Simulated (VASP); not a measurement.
Elastic constants (GPa) of a crystal from PBEsol GGA, VASP's PBE PAW potentials (set 64) run with VASP:

```tsv
	xx	yy	zz	yz	xz	xy
xx	498.6	156.6	156.6	0.0	0.0	0.0
yy	156.6	498.6	156.6	0.0	0.0	0.0
zz	156.6	156.6	498.6	0.0	0.0	0.0
yz	0.0	0.0	0.0	124.2	0.0	0.0
xz	0.0	0.0	0.0	0.0	124.2	0.0
xy	0.0	0.0	0.0	0.0	0.0	124.2
```

Finite-difference elastic constants of metals are sensitive to mesh and smearing; shear constants can be off by tens of GPa.

Q: Work out the Voigt, Reuss and Hill moduli, Young's modulus and Poisson's ratio.

A: All eigenvalues are positive (smallest 124.2 GPa), so the crystal is stable. K_V = (C11+C22+C33+2(C12+C13+C23))/9 = (1495.8 + 2×469.8)/9 = 270.6 GPa; G_V = (1495.8 − 469.8 + 3×372.6)/15 = 142.9 GPa. From the compliances, K_R = 270.6 GPa and G_R = 139.5 GPa. Hill: K = 270.6 GPa, G = 141.2 GPa, E = 9KG/(3K+G) = 360.8 GPa, ν = (3K−2G)/(2(3K+G)) = 0.278. K/G = 1.92, above Pugh's 1.75; universal anisotropy A^U = 0.12.

Q: With a density of 13.80 g/cm³, what are the mean sound speeds?

A: v_l = √((K+4G/3)/ρ) = 5.77 km/s and v_t = √(G/ρ) = 3.20 km/s. The crystal is TiOs (space group Pm-3m), cubic.

The structure comes from a measured TiOs entry (Pm-3m) of the Crystallography Open Database, whose conditions weren't checked. It was relaxed first.
